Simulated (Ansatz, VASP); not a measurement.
## Two plane-wave programs on ScTa

```xyz
2
Lattice="3.0291 0.0000 0.0000 -1.5145 2.6232 0.0000 0.0000 0.0000 5.0117" Properties=species:S:1:pos:R:3 pbc="T T T"
Sc    0.0000    0.0000    0.0000
Ta    0.0000    1.7488    2.5058
```

Alike in both runs: task single point; functional PBE; k mesh 15 × 15 × 8; occupations gaussian, width 0.1 eV; no spin polarisation.

|  | VASP | Ansatz |
| --- | --- | --- |
| version | VASP 6.6.1 | Ansatz 0.2.0 |
| potentials or method | VASP PAW PBE potentials, release 64 (Sc_sv, Ta_pv) | scalar-relativistic, plane waves, PAW |
| plane-wave cutoff (eV) | 520 | 420 |
| valence electrons in the cell | 22 | 24 |

Ansatz gave:

- gap on the k mesh at the Fermi level (eV): none
- pressure (GPa): 3.0
- largest component of the traceless stress (GPa): 0.14

**Question.** Estimate VASP's values.

**Answer.** gap on the k mesh at the Fermi level (eV): none; pressure (GPa): 3.0; largest component of the traceless stress (GPa): 0.11.

A gap of «none» marks a metal or a gap that the smearing closes. The functional is the same, so the differences come from potentials, cutoffs and numerics. The two sets of potentials don't hold the same shells in valence.

Spin-orbit coupling is left out, which matters for the levels of Ta.
